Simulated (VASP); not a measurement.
Consider the following.

```yaml
crystal:
  lattice:
    - [0.00000, 2.27000, 2.27000]
    - [2.27000, 0.00000, 2.27000]
    - [2.27000, 2.27000, 0.00000]
  atoms:
    - { symbol: B, position: [0.00000, 0.00000, 0.00000] }
    - { symbol: P, position: [0.25000, 0.25000, 0.25000] }
```

Method: PBE GGA, VASP's PBE PAW potentials (set 64) (plane waves; VASP). Run with 450 eV cut-off, 9×9×9 Γ-centred mesh, Gaussian smearing of 0.050 eV, potentials B P.

Problem. What does the run give for the energy per atom (σ→0)?

Solution. 
The energy per atom (σ→0) is -6.465 eV/atom.

Total energies compare only between runs with the same potentials, cut-off and functional.

The compound is BP in the zinc blende structure. The cell was not relaxed at this level. The run is one of a series of settings (ENCUT = 450 against the base run), some of them coarse on purpose.
